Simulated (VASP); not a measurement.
An input for Quantum ESPRESSO's pw.x (written as the equivalent of a VASP run, and not itself run):

```
&CONTROL
  calculation = 'vc-relax'
  pseudo_dir = './pseudo'
  outdir = './out'
  tprnfor = .true.
  tstress = .true.
  nstep = 60
  forc_conv_thr = 0.00078
/
&SYSTEM
  ibrav = 0
  nat = 4
  ntyp = 3
  ecutwfc = 84
  occupations = 'smearing'
  smearing = 'methfessel-paxton'
  degauss = 0.00735
  input_dft = 'pz'
/
&ELECTRONS
  conv_thr = 7.3e-08
  electron_maxstep = 100
/
&IONS
/
&CELL
/
ATOMIC_SPECIES
  Hf 178.490 Hf.upf
  Nb 92.906 Nb.upf
  N 14.007 N.upf
CELL_PARAMETERS angstrom
     1.5588438    0.8999986    5.0940407
    -1.5588438    0.8999986    5.0940407
     0.0000000   -1.7999982    5.0940407
ATOMIC_POSITIONS crystal
  Hf   0.0000000  0.0000000  0.0000000
  Nb   0.5000000  0.5000000  0.5000000
  N    0.7481292  0.7481292  0.7481292
  N    0.2518708  0.2518708  0.2518708
K_POINTS automatic
  10 10 10 0 0 0
```

Problem. Write the VASP files for the same calculation (LDA).

Solution. One answer among several that fit: 
### INCAR
```
SYSTEM = HfNbN2
PREC = Accurate
ENCUT = 520
EDIFF = 1E-6
NELM = 100
ALGO = Normal
LREAL = .FALSE.
LASPH = .TRUE.
ISMEAR = 1
SIGMA = 0.1
LMAXMIX = 6
LWAVE = .FALSE.
LCHARG = .FALSE.
IBRION = 2
ISIF = 3
NSW = 60
EDIFFG = -0.02
```

**KPOINTS**
```
Automatic mesh
0
Gamma
10 10 10
0 0 0
```

POSCAR:
```
HfNbN2
1.0
  1.5588437819   0.8999986151   5.0940406927
 -1.5588437819   0.8999986151   5.0940406927
  0.0000000000  -1.7999981893   5.0940406889
Hf Nb N
1 1 2
Cart
  0.0000000000   0.0000000000   0.0000000000
  0.0000000000  -0.0000004796   7.6410610372
  0.0000000000  -0.0000007175  11.4330010252
  0.0000000000  -0.0000002416   3.8491210491
```

POTCAR, in this order: Hf_pv Nb_sv N (LDA.64 set). Program: vasp_std.

The two are equivalent in intent, not identical: the potentials are each code's own (VASP's PAW set, PseudoDojo norm-conserving files in pw.x), so ENCUT and ecutwfc are chosen apart and not converted; conv_thr bounds pw.x's estimated SCF error, while EDIFF bounds the energy change between steps; forc_conv_thr acts on force components and is met together with etot_conv_thr.

The structure comes from a computed database's HfNbN2 entry (R-3m); how it stands against other phases isn't given here. This run relaxes it. Symmetry was kept, so distortions that lower it aren't found. The start is the result of an earlier pass.
